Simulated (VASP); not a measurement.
Input of a VASP 6.6.1 run:

File INCAR:

```
PREC     = Accurate       # precision mode
ENCUT    = 600            # plane-wave cutoff, eV
EDIFF    = 1E-7           # SCF threshold, eV
ISMEAR   = 0              # smearing method
SIGMA    = 0.1            # smearing width, eV
LREAL    = False          # projectors in reciprocal space
LASPH    = True           # aspherical terms in the spheres
NELM     = 100            # most SCF steps
ALGO     = Normal         # electronic algorithm
ISIF     = 3              # what is computed and relaxed
LWAVE    = False          # write WAVECAR
LCHARG   = False          # write CHGCAR
GGA      = PE             # functional
IBRION   = 2              # ionic algorithm
NSW      = 100            # ionic steps
EDIFFG   = -0.01          # ionic threshold
```

The input KPOINTS:

```
regular mesh
0
Gamma
  6 6 8
```

Contents of POSCAR:

```
K4C
1.0
    7.2101312044      0.0000000000      0.0000000000
   -3.6050656022      6.2441567877      0.0000000000
    0.0000000000      0.0000000000      5.4658363441
K C
4 1
Direct
    0.5000000000      0.0000000000      0.5000000000
    0.0000000000      0.5000000000      0.5000000000
    0.5000000000      0.5000000000      0.5000000000
    0.0000000000      0.0000000000      0.0000000000
    0.0000000000      0.0000000000      0.5000000000
```

Potentials or basis: VASP PAW PBE potentials, release 64 (K_sv, C).

Launch:

```sh
$ cat potpaw_PBE.64/K_sv/POTCAR potpaw_PBE.64/C/POTCAR > POTCAR
$ mpirun -np 1 vasp_std > vasp.out
```

(1) Predict the relaxed volume.

(2) Estimate the band gap on the k mesh.

## Answers

(1) 49.01 Å³/atom.

(2) none (metal or under the smearing width).
